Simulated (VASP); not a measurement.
Here is the system:

```
NaH
1.0
    0.00000     2.37757     2.37757
    2.37757     0.00000     2.37757
    2.37757     2.37757     0.00000
Na H
1 1
Direct
  0.00000   0.00000   0.00000
  0.50000   0.50000   0.50000
```

These are PBEsol GGA, VASP's PBE PAW potentials (set 64) (plane waves; VASP) values and carry that method's errors. Run with 400 eV cut-off, Gaussian smearing of 0.050 eV, potentials Na_pv H.

Problem. Give the energies of bands 4 to 7 at the high-symmetry points, in eV from the valence-band maximum.

Solution. 
```json
[
 {"band": "4", "Γ": "-3.87", "X": "-0.19", "U": "-0.12", "L": "-0.92", "W": "0.00"},
 {"band": "5", "Γ": "10.85", "X": "4.50", "U": "5.21", "L": "3.64", "W": "5.92"},
 {"band": "6", "Γ": "15.76", "X": "9.95", "U": "6.31", "L": "10.96", "W": "5.92"},
 {"band": "7", "Γ": "15.76", "X": "10.80", "U": "11.39", "L": "13.53", "W": "8.51"}
]
```

The gap is indirect, 3.64 eV, from the valence maximum at W to the conduction minimum at L.

The structure was generated: NaH was put into the rock salt type (Fm-3m), which need not be its known phase. It was relaxed first, which changed the volume by +40 %.
